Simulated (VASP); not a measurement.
## Bulk modulus against bond length in zinc-blende III-V compounds

LDA in VASP (plane waves, PAW). Static lattice, from a third-order Birch-Murnaghan fit over five volumes at each level. The bond length is the nearest-neighbour distance.

Here d stands for bond length and y for ln of B0 in GPa.

```
solid  bond length (Å)  ln of B0 in GPa  cut-off (eV)
-----  ---------------  ---------------  ------------
BN               1.552            5.996           520
GaN              1.933            5.305           520
BP               1.944            5.165           520
GaAs             2.430            4.311           520
AlAs             2.441            4.326           520
InAs             2.612            4.096           520
InSb             2.795                ?           520
```

**Question.** Fit y against d with a straight line in ln d, and predict the withheld value at d = 2.795.

**Answer.** With u = ln d - 0.75, the rows have u = -0.31046, -0.09093, -0.08525, 0.13789, 0.14241, 0.21012. Means: u 0.00063000, y 4.8665. About the means, the sum of products is -0.73145 and the sum of squares of u is 0.19536; the slope is their ratio. Least squares gives y = 4.8689 - 3.7441·u. Residuals (row less fit): -0.0353, 0.0956, -0.0231, -0.0416, -0.0097, 0.0138; standard error 0.0569 (degrees of freedom: 4). The slope is -3.74 with a standard error of 0.13. So B0 goes as d to the power -3.7 over these rows; such a law is empirical and holds within one kind of bonding. At the withheld row, u = 0.27783, so y = 4.8689 - 3.7441 × 0.27783 = 3.8287. The calculation gives 3.841, 0.0123 above the prediction (0.6 % of the range of y in the table). The row lies outside the fitted rows, so this is an extrapolation. From the scatter of the fitted rows alone, a prediction at this place has a standard error of 0.0711, so the miss is 0.2 times that.

The run's B0 for InSb is 47 GPa. GaN is here a metastable form; wurtzite is the usual one. The rows are a random draw from the solids of this series computed here; series whose standard error about the line passes 12 to 30 % of the range of y, or with no trend, aren't shown in this form.
